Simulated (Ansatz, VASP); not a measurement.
# Si3N4: VASP beside Ansatz

Wanted: the spread between two codes on one cell, functional and k mesh.

Main program and level: Ansatz 0.2.0; plane waves, with VASP 6.6.1 beside it; single point at PBE.

## (1) Set-up

It takes space group P6_3/m (No. 176, hexagonal). Conventional cell: a = 7.604 Å, b = 7.604 Å, c = 2.906 Å, α = 90.00°, β = 90.00°, γ = 120.00°. Si has 4 N at 1.73 to 1.74 Å nearest. Nearest to N lie 3 Si at 1.73 Å. Nearest to N lie 3 Si at 1.74 Å. Farther neighbours and most contacts between anions are not listed.

Structure file:

```xyz
14
Lattice="7.6044 0.0000 0.0000 -3.8022 6.5856 0.0000 0.0000 0.0000 2.9063" Properties=species:S:1:pos:R:3 pbc="T T T"
Si   -0.2166    2.6743    2.1797
Si    2.2077    1.5247    0.7266
Si   -1.3779    5.4360    2.1797
Si    4.0188    3.9113    0.7266
Si    1.5945    5.0609    2.1797
Si    5.1801    1.1496    0.7266
N     0.0000    4.3904    2.1797
N     3.8022    2.1952    0.7266
N     1.3716    1.9740    2.1797
N    -1.4069    6.3847    0.7266
N     4.8259    4.4108    2.1797
N     2.4306    4.6116    0.7266
N     5.2091    0.2009    2.1797
N    -1.0237    2.1748    0.7266
```

## (2) VASP: single point, PBE

With cell and atoms fixed, the geometry can't cause a difference; cores, projectors, grids and the points listed under the comparison can.

Lines of VASP's logs that name or quote its potential files are left out, and so is its time.

File INCAR:

```
SYSTEM = Si3N4
PREC = Accurate
ENCUT = 520
EDIFF = 1E-07
NELM = 100
ISMEAR = 0
SIGMA = 0.01
LREAL = .FALSE.
ALGO = Normal
GGA = PE
NBANDS = 46
LORBIT = 11
LWAVE = .FALSE.
LCHARG = .FALSE.
KPAR = 4
```

File POSCAR:

```
Si3N4
1.0
    7.6044000000      0.0000000000      0.0000000000
   -3.8022000000      6.5856035805      0.0000000000
    0.0000000000      0.0000000000      2.9063000000
Si N
6 8
Direct
    0.1745570000      0.4060800000      0.7500000000
    0.4060800000      0.2315230000      0.2500000000
    0.2315230000      0.8254430000      0.7500000000
    0.8254430000      0.5939200000      0.2500000000
    0.5939200000      0.7684770000      0.7500000000
    0.7684770000      0.1745570000      0.2500000000
    0.3333333333      0.6666666667      0.7500000000
    0.6666666667      0.3333333333      0.2500000000
    0.3302400000      0.2997400000      0.7500000000
    0.2997400000      0.9695000000      0.2500000000
    0.9695000000      0.6697600000      0.7500000000
    0.6697600000      0.7002600000      0.2500000000
    0.7002600000      0.0305000000      0.7500000000
    0.0305000000      0.3302400000      0.2500000000
```

File KPOINTS:

```
Automatic mesh
0
Gamma
3 3 7
0 0 0
```

PAW data sets: Si and N (PBE family, release 64).

Launch:

```bash
> mpirun -np 4 vasp_std
```

Numbers of over 12 decimals in the logs are rounded to 6 here.

The program printed:

```text
[banner, memory and clock lines left out]
running    4 mpi-ranks, on    1 nodes
 distrk:  each k-point on    1 cores,    4 groups
 distr:  one band on    1 cores,    1 groups

 POSCAR found type information on POSCAR SiN
 POSCAR found :  2 types and      14 ions
 LDA part: xc-table for (Slater+PW92), standard interpolation
 POSCAR, INCAR and KPOINTS ok, starting setup
 FFT: planning ... GRIDC
 FFT: planning ... GRID_SOFT
 FFT: planning ... GRID
 WAVECAR not read
 entering main loop
       N       E                     dE             d eps       ncg     rms          rms(c)
DAV:   1     0.282969586390E+03    0.28297E+03   -0.31720E+04  1104   0.129E+03
DAV:   2    -0.107955406867E+03   -0.39092E+03   -0.37178E+03  1406   0.278E+02
DAV:   3    -0.130946769380E+03   -0.22991E+02   -0.22842E+02  1408   0.702E+01
DAV:   4    -0.131290748330E+03   -0.34398E+00   -0.34305E+00  1384   0.921E+00
DAV:   5    -0.131298846603E+03   -0.80983E-02   -0.80901E-02  1384   0.135E+00    0.296E+01
DAV:   6    -0.114619363526E+03    0.16679E+02   -0.56965E+01  1352   0.302E+01    0.133E+01
DAV:   7    -0.114532497270E+03    0.86866E-01   -0.31713E+00  1384   0.721E+00    0.630E+00
DAV:   8    -0.114485396251E+03    0.47101E-01   -0.17109E-01  1346   0.197E+00    0.222E+00
DAV:   9    -0.114484263416E+03    0.11328E-02   -0.40069E-02  1384   0.102E+00    0.313E-01
DAV:  10    -0.114486140548E+03   -0.18771E-02   -0.37622E-03  1274   0.266E-01    0.177E-01
DAV:  11    -0.114486904157E+03   -0.76361E-03   -0.95229E-04  1268   0.155E-01    0.275E-02
DAV:  12    -0.114486939808E+03   -0.35651E-04   -0.50934E-05  1360   0.389E-02    0.111E-02
DAV:  13    -0.114486957766E+03   -0.17958E-04   -0.20041E-05  1266   0.210E-02    0.505E-03
DAV:  14    -0.114486961187E+03   -0.34213E-05   -0.30043E-06  1352   0.925E-03    0.319E-03
DAV:  15    -0.114486962134E+03   -0.94678E-06   -0.19601E-06  1280   0.553E-03    0.218E-03
DAV:  16    -0.114486962062E+03    0.71827E-07   -0.77758E-08  1016   0.156E-03
   1 F= -.11448696E+03 E0= -.11448696E+03  d E =-.187528E-71
```

From OUTCAR (step 2):

```text
ion  position               nearest neighbor table
   1  0.175  0.406  0.750-   7 1.73  14 1.74  14 1.74   9 1.74   3 3.00   5 3.00   6 3.05   6 3.05
                             2 3.05   2 3.05
   2  0.406  0.232  0.250-   8 1.73   9 1.74   9 1.74  10 1.74   4 3.00   6 3.00   3 3.05   3 3.05
                             1 3.05   1 3.05
   3  0.232  0.825  0.750-   7 1.73  10 1.74  10 1.74  11 1.74   1 3.00   5 3.00   2 3.05   2 3.05
                             4 3.05   4 3.05
   4  0.825  0.594  0.250-   8 1.73  11 1.74  11 1.74  12 1.74   6 3.00   2 3.00   3 3.05   3 3.05
                             5 3.05   5 3.05
   5  0.594  0.768  0.750-   7 1.73  12 1.74  12 1.74  13 1.74   1 3.00   3 3.00   6 3.05   6 3.05
                             4 3.05   4 3.05
   6  0.768  0.175  0.250-   8 1.73  13 1.74  13 1.74  14 1.74   4 3.00   2 3.00   5 3.05   5 3.05
                             1 3.05   1 3.05
   7  0.333  0.667  0.750-   3 1.73   1 1.73   5 1.73
   8  0.667  0.333  0.250-   6 1.73   4 1.73   2 1.73
   9  0.330  0.300  0.750-   2 1.74   2 1.74   1 1.74
  10  0.300  0.969  0.250-   3 1.74   3 1.74   2 1.74
  11  0.969  0.670  0.750-   4 1.74   4 1.74   3 1.74
  12  0.670  0.700  0.250-   5 1.74   5 1.74   4 1.74
  13  0.700  0.031  0.750-   6 1.74   6 1.74   5 1.74
  14  0.031  0.330  0.250-   1 1.74   1 1.74   6 1.74

  LATTYP: Found a hexagonal cell.
 ALAT       =     7.6044000000
 C/A-ratio  =     0.3821866288

 Subroutine GETGRP returns: Found 12 space group operations
 (whereof  6 operations were pure point group operations)

The static configuration has the point symmetry S_6 .
 The point group associated with its full space group is C_6h.

 Found     12 irreducible k-points:

   k-points           NKPTS =     12   k-points in BZ     NKDIM =     12   number of bands    NBANDS=     46

   dimension x,y,z NGX =    60 NGY =   60 NGZ =   24
   dimension x,y,z NGXF=   120 NGYF=  120 NGZF=   48

   ENCUT  =  520.0 eV  38.22 Ry    6.18 a.u.  14.14 14.14  5.40*2*pi/ulx,y,z

   NELECT =      64.0000    total number of electrons

 k-points in reciprocal lattice and weights: Automatic mesh
   0.00000000  0.00000000  0.00000000       0.016
   0.33333333 -0.00000000  0.00000000       0.095
   0.33333333  0.33333333  0.00000000       0.032
   0.00000000  0.00000000  0.14285714       0.032
   0.33333333 -0.00000000  0.14285714       0.190
   0.33333333  0.33333333  0.14285714       0.063
   0.00000000  0.00000000  0.28571429       0.032
   0.33333333 -0.00000000  0.28571429       0.190
   0.33333333  0.33333333  0.28571429       0.063
   0.00000000  0.00000000  0.42857143       0.032
   0.33333333 -0.00000000  0.42857143       0.190
   0.33333333  0.33333333  0.42857143       0.063

 average (electrostatic) potential at core
       1 -82.2783       2 -82.2783       3 -82.2783       4 -82.2783       5 -82.2783
       6 -82.2783       7 -60.4921       8 -60.4921       9 -60.8462      10 -60.8462
      11 -60.8462      12 -60.8462      13 -60.8462      14 -60.8462

 E-fermi :   6.9050

 k-point     1 :       0.0000    0.0000    0.0000
  band No.  band energies     occupation
    ...
     28       5.4872      2.00000
     29       5.4872      2.00000
     30       6.3223      2.00000
     31       6.3826      2.00000
     32       6.5865      2.00000
     33      11.0957      0.00000
     34      11.5355      0.00000
     35      11.6716      0.00000
     36      11.6716      0.00000
     37      11.9986      0.00000
    ...

 k-point     2 :       0.3333   -0.0000    0.0000
  band No.  band energies     occupation
    ...
     28       5.1409      2.00000
     29       5.4232      2.00000
     30       6.1111      2.00000
     31       6.4096      2.00000
     32       6.5554      2.00000
     33      11.3343      0.00000
     34      11.4729      0.00000
     35      11.7012      0.00000
     36      11.9369      0.00000
     37      12.3790      0.00000
    ...

 k-point     3 :       0.3333    0.3333    0.0000
  band No.  band energies     occupation
    ...
     28       5.1762      2.00000
     29       5.6310      2.00000
     30       5.6310      2.00000
     31       6.4970      2.00000
     32       6.4970      2.00000
     33      11.4772      0.00000
     34      11.6268      0.00000
     35      11.6268      0.00000
     36      12.3481      0.00000
     37      12.3481      0.00000
    ...

  Total        4.7493466      4.7493466      4.8213709      0.0000000      0.0000000      0.0000000
  in kB       52.2809496     52.2809496     53.0737956      0.0000001      0.0000000      0.0000000
  external PRESSURE =      52.5452316 kB  Pullay stress =       0.0000000 kB

  energy-cutoff  :      520.00
  volume of cell :      145.55
      direct lattice vectors                 reciprocal lattice vectors
     7.604400000  0.000000000  0.000000000     0.131502814  0.075923185  0.000000000
    -3.802200000  6.585603580  0.000000000     0.000000000  0.151846370  0.000000000
     0.000000000  0.000000000  2.906300000     0.000000000  0.000000000  0.344080102

 POSITION                                       TOTAL-FORCE (eV/Angst)
 -----------------------------------------------------------------------------------
     -0.21660      2.67428      2.17972        -0.006389      0.023497     -0.000000
      2.20770      1.52472      0.72657         0.017155      0.017282      0.000000
     -1.37791      5.43604      2.17972         0.023544     -0.006216     -0.000000
      4.01880      3.91132      0.72657         0.006389     -0.023497      0.000000
      1.59450      5.06088      2.17972        -0.017155     -0.017282     -0.000000
      5.18011      1.14956      0.72657        -0.023544      0.006216      0.000000
     -0.00000      4.39040      2.17972         0.000000      0.000000     -0.000000
      3.80220      2.19520      0.72657         0.000000      0.000000     -0.000000
      1.37161      1.97397      2.17972        -0.048305     -0.005429     -0.000000
     -1.40689      6.38474      0.72657        -0.028854      0.039119      0.000000
      4.82590      4.41077      2.17972         0.019451      0.044548      0.000000
      2.43059      4.61163      0.72657         0.048305      0.005429      0.000000
      5.20909      0.20086      2.17972         0.028854     -0.039119     -0.000000
     -1.02370      2.17483      0.72657        -0.019451     -0.044548     -0.000000
 -----------------------------------------------------------------------------------
    total drift:                                0.000000      0.000000      0.000000

  FREE ENERGIE OF THE ION-ELECTRON SYSTEM (eV)
  ---------------------------------------------------
  free  energy   TOTEN  =      -114.4869620622 eV

  energy  without entropy=     -114.4869620622  energy(sigma->0) =     -114.48696206

 total charge
# of ion       s       p       d       tot
------------------------------------------
    1        0.676   0.978   0.000   1.654
    2        0.676   0.978   0.000   1.654
    3        0.676   0.978   0.000   1.654
    4        0.676   0.978   0.000   1.654
    5        0.676   0.978   0.000   1.654
    6        0.676   0.978   0.000   1.654
    7        1.224   2.744   0.000   3.968
    8        1.224   2.744   0.000   3.968
    9        1.220   2.733   0.000   3.954
   10        1.220   2.733   0.000   3.954
   11        1.220   2.733   0.000   3.954
   12        1.220   2.733   0.000   3.954
   13        1.220   2.733   0.000   3.954
   14        1.220   2.733   0.000   3.954
--------------------------------------------------
tot         13.829  27.756   0.000  41.585

[... 3 further parts left out ...]
```

The run ends at a pressure of 5.25 GPa, with forces up to 0.049 eV/Å.

## (3) Ansatz: single point, PBE

Ansatz runs on its default PAW (the set named soft_2) files.

The same cell, functional, mesh and smearing now go to Ansatz, which takes its cutoff from its data sets.

File input.yaml:

```yaml
crystal:
  lattice:
    - [7.6044, 0.0, 0.0]
    - [-3.8022, 6.5856035805, 0.0]
    - [0.0, 0.0, 2.9063]
  atoms:
    - { symbol: Si, position: [0.174557, 0.40608, 0.75] }
    - { symbol: Si, position: [0.40608, 0.231523, 0.25] }
    - { symbol: Si, position: [0.231523, 0.825443, 0.75] }
    - { symbol: Si, position: [0.825443, 0.59392, 0.25] }
    - { symbol: Si, position: [0.59392, 0.768477, 0.75] }
    - { symbol: Si, position: [0.768477, 0.174557, 0.25] }
    - { symbol: "N", position: [0.3333333333, 0.6666666667, 0.75] }
    - { symbol: "N", position: [0.6666666667, 0.3333333333, 0.25] }
    - { symbol: "N", position: [0.33024, 0.29974, 0.75] }
    - { symbol: "N", position: [0.29974, 0.9695, 0.25] }
    - { symbol: "N", position: [0.9695, 0.66976, 0.75] }
    - { symbol: "N", position: [0.66976, 0.70026, 0.25] }
    - { symbol: "N", position: [0.70026, 0.0305, 0.75] }
    - { symbol: "N", position: [0.0305, 0.33024, 0.25] }
hamiltonian:
  xc: pbe
  pseudopotentials: { kind: paw }
kpoints:
  mp_grid: { grid: [3, 3, 7] }
scf:
  occupations: { method: gaussian, width: 0.01 }
  n_extra_bands: 7
output:
  forces: true
  stress: true
  eigenvalues: true
  write_density: true
  write_potential: true
  elf: true
  volumetric_format: npy
```

Launch:

```bash
> ansatz run input.yaml --threads 4 --pin off --max-ram 9216MiB --backend cpu --events-out ev --progress --plain --runs-dir out
```

The program printed:

```text
scf.n_extra_bands = 7 over 32 filled bands (N_el = 64.0): the run solves 39 bands
Engine: ansatz 0.2.0, aarch64-unknown-linux-gnu
Pseudopotentials: kind: paw
Pseudopotential: Si, paw, valence charge 4, recommended cutoff 420 eV (normal), Si.paw.azcp
Pseudopotential: N, paw, valence charge 5, recommended cutoff 420 eV (normal), N.paw.azcp
Functional definition: PBE
  parameter kappa = 0.804
  parameter beta = 0.066725
  exchange = pbe_x(kappa = kappa, mu = beta*pi^2/3)
  correlation = pbe_c(beta = beta)
Crystal: 14 atoms, lattice volume = 145.546 Å³
Basis set: ecut = 420 eV, 2823 PW (Γ), exchange–correlation on 108×108×40 points (8 copies of the dense FFT grid, shifted against one another)
Bands: 39, of which v1, the nominal top of the filled ones, is band 32 counted from 1 (31 counted from 0)
Symmetry: 12 space group operations
Space group: P63/m (ITA 176), of the structure as read, at distance tolerance 5.3e-5 Å
k-points: 12 of 63
Non-local potential: Si, projectors of the file, l = 0: 2, l = 1: 2, l = 2: 2
Non-local potential: N, projectors of the file, l = 0: 2, l = 1: 2, l = 2: 1
PAW form: soft (Blöchl's): semilocal exchange-correlation on the pseudo side does not see the compensation charge
PAW one-centre angular grid: Si, 110 points (default); XC on 64 Gauss nodes
PAW one-centre angular grid: N, 110 points (default); XC on 64 Gauss nodes
Initial density: superposition of atomic densities (neutral atoms: chi_scale 0, normalization atom), corrected by the library's trained network
Initial wavefunctions: pseudopotential atomic-orbital guess
Functional: x = pbe(κ = 0.804, μ = 0.219515), c = pbe(β = 0.066725)
SCF iter   1: F=—  HF=-6901.750849 eV  |F-HF|=—  |Δ(HF+E_count)|=         —  Δρ=1.53e-3  dr2=1.19e-3  ethr=1.77e-3  ⟨swp⟩=10.4  Hψ=2659  notcnv=0
preconditioner: auto → Resta (q_TF=auto, 2.379 Å⁻¹)  ε∞=4.5  [insulator: Δε(μ)=4.335 eV  Ē_g=13.240 eV  σ=0.010 eV  W_gap=1.00  n_scr=32 (ndim 8)  ℏωp=24.6 eV  f_vac=0.034  D(μ)=0.00/eV (n_scr^D=0)  ε∞_Penn≈4.5]
SCF iter   2: F=—  HF=-6901.751818 eV  |F-HF|=—  |Δ(HF+E_count)|=   9.69e-4  Δρ=8.42e-4  dr2=3.83e-4  ethr=1.85e-6  ⟨swp⟩=3.3  Hψ=1260  notcnv=0  defer=23
SCF iter   3: F=—  HF=-6901.752651 eV  |F-HF|=—  |Δ(HF+E_count)|=   8.32e-4  Δρ=2.52e-4  dr2=7.97e-5  ethr=5.98e-7  ⟨swp⟩=2.0  Hψ=890  notcnv=0  defer=23
SCF iter   4: F=—  HF=-6901.752590 eV  |F-HF|=—  |Δ(HF+E_count)|=   6.04e-5  Δρ=5.94e-5  dr2=8.76e-6  ethr=1.24e-7  ⟨swp⟩=2.0  Hψ=731  notcnv=0  defer=23
SCF iter   5: F=—  HF=-6901.752595 eV  |F-HF|=—  |Δ(HF+E_count)|=   5.13e-6  Δρ=1.87e-5  dr2=1.27e-6  ethr=1.37e-8  ⟨swp⟩=2.4  Hψ=742  notcnv=0  defer=23
SCF iter   6: F=-6901.752597 eV  HF=-6901.752597 eV  |F-HF|=1.01e-7  |Δ(HF+E_count)|=   1.73e-6  Δρ=7.53e-6  dr2=7.78e-8  ethr=1.56e-10  ⟨swp⟩=14.3  Hψ=3940  notcnv=0
SCF 1 converged in 6 iterations: F = -6901.752597 eV  dr2 = 7.78e-8
  greatest PAW one-centre occupation: 0.792 electrons in one spin orbital (limit 2), on the N atom at site 7 (counted from 0), in its partial waves of l = 0
SCF converged after 6 iterations
Free energy (F): -6901.752597 eV
Harris-Foulkes:  -6901.752597 eV  (|F-HF|=1.01e-7)
Internal energy: -6901.752597 eV  (E = F + TS)
E sigma→0 (E₀):  -6901.752597 eV
Fermi energy:    10.461075 eV
--- Per-component energies (eV) ---
  E_band       = 63.928057
  E_kinetic    = 1354.926067
  E_local      = -2153.037852  (includes V_loc(G=0)·N_el)
  E_nonlocal   = 510.374605
  E_hartree    = 719.761170
  E_xc         = -827.946703
  E_vxc        = -913.335984  (∫ρ·V_xc dr)
  E_paw        = -4100.878347  (= ΣΔE_a)
  E_vpaw       = -174.521992  (= ΣTr[D̂ρ^β])
  E_aug_tail   = 0.000832  (compensation charges beyond the density's cutoff)
  E_ewald      = -2404.952369
  E_smearing   = -0.000000  (= −TS)
  E_closure    = -0.000000  (closes the sum)
  Σ components = -6901.752597   (vs F -6901.752597, Δ=0.00e0)
--- Forces (eV/Å), atoms counted from 1 ---
  atom   1  Si    -0.00916435     0.02362608    -0.00000000
  atom   2  Si     0.01587861     0.01974960     0.00000000
  atom   3  Si     0.02504296    -0.00387648     0.00000000
  atom   4  Si     0.00916435    -0.02362608     0.00000000
  atom   5  Si    -0.01587861    -0.01974960    -0.00000000
  atom   6  Si    -0.02504296     0.00387648    -0.00000000
  atom   7  N     -0.00000000     0.00000000     0.00000000
  atom   8  N      0.00000000    -0.00000000    -0.00000000
  atom   9  N     -0.04609269    -0.00428381    -0.00000000
  atom  10  N     -0.02675623     0.03777553    -0.00000000
  atom  11  N      0.01933645     0.04205934    -0.00000000
  atom  12  N      0.04609269     0.00428381     0.00000000
  atom  13  N      0.02675623    -0.03777553     0.00000000
  atom  14  N     -0.01933645    -0.04205934     0.00000000
  max |Σ_I F_I| component: 6.94e-18 eV/Å
--- Stress (GPa, compression-positive) ---
        5.531640       0.000002      -0.000000
       -0.000002       5.531640       0.000000
       -0.000000       0.000000       5.658174
  P = ⅓ Tr σ = 5.5738 GPa (55.738 kbar)
--- Band table (eV; the first three rows and the last of 12) ---
  k-point 0: bands = [... 28 lower, 7.0091, 7.8378, 7.8976, 8.1025, 12.6274, 13.0416, 13.1982, 13.1982, ... 3 higher]
  k-point 1: bands = [... 28 lower, 7.0387, 7.0610, 7.2962, 8.2948, 13.8201, 14.0556, 14.1840, 14.1840, ... 3 higher]
  k-point 2: bands = [... 28 lower, 6.5911, 6.9262, 6.9262, 8.1407, 13.7273, 13.7273, 14.7711, 14.7711, ... 3 higher]
  k-point 11: bands = [... 28 lower, 6.7594, 6.9760, 7.2364, 7.2364, 13.3871, 13.3871, 13.8903, 14.2820, ... 3 higher]
```

Run time: 2.9 s. Hardware: 4 threads of Arm Neoverse V1, shared host; peak memory 0.43 GiB; 9.2 s of CPU time.

The run ends at a pressure of 5.57 GPa, with forces up to 0.046 eV/Å.

## (4) Comparison

Known differences besides the potentials themselves: the cutoff is 420 eV in Ansatz and 520 eV in VASP; VASP leaves aspherical gradient terms in its spheres out (LASPH is not set), Ansatz keeps them. Total energies have different zeros and are not compared.

Both answers:

```csv
quantity,Ansatz,VASP,difference
pressure (GPa),5.57,5.25,+0.32
pressure without Ansatz's Pulay correction (GPa),5.10,5.25,-0.15
gap on the k mesh (eV),4.333,4.316,+0.017
```

Forces on 10 of the 14 atoms, those with the largest forces and the largest differences (eV/Å; atoms numbered as in POSCAR):

| atom | Ansatz x, y, z | VASP x, y, z |
| --- | --- | --- |
| Si1 | -0.009, 0.024, 0.000 | -0.006, 0.023, 0.000 |
| Si3 | 0.025, -0.004, 0.000 | 0.024, -0.006, 0.000 |
| Si4 | 0.009, -0.024, 0.000 | 0.006, -0.023, 0.000 |
| Si6 | -0.025, 0.004, 0.000 | -0.024, 0.006, 0.000 |
| N9 | -0.046, -0.004, 0.000 | -0.048, -0.005, 0.000 |
| N10 | -0.027, 0.038, 0.000 | -0.029, 0.039, 0.000 |
| N11 | 0.019, 0.042, 0.000 | 0.019, 0.045, 0.000 |
| N12 | 0.046, 0.004, 0.000 | 0.048, 0.005, 0.000 |
| N13 | 0.027, -0.038, 0.000 | 0.029, -0.039, 0.000 |
| N14 | -0.019, -0.042, 0.000 | -0.019, -0.045, 0.000 |

The forces differ by 1.4 meV/Å r.m.s., which is 6.9 % of the r.m.s. force of 0.02 eV/Å (both taken over all components). A gap on the mesh is an upper bound, since the band edges may lie between its points. Ansatz's pressure holds a Pulay correction of 0.47 GPa; VASP's holds none.

## (5) Summary of results

| Item | Value |
| --- | --- |
| difference in gap on the k mesh (single point, PBE) | 0.017 eV |

In words: The difference in gap on the k mesh is 0.017 eV (single point, PBE), within the 0.08 eV picked in this series as the mark of a large difference. How closely two codes agree says nothing of how well the functional describes the real material.

[Lines on the potential files, build, host, timing and source positions are cut from VASP's logs without a mark.]

[Logs are printed without paths, hosts, clocks, repeated set-up lines and the standing remarks that a program may print on its own settings, such as how far it seeks lower states.]

[Hosts, paths, dates, database ids (printed as entryN), source tags and the programs' standing remarks are cut or masked in the printed files.]
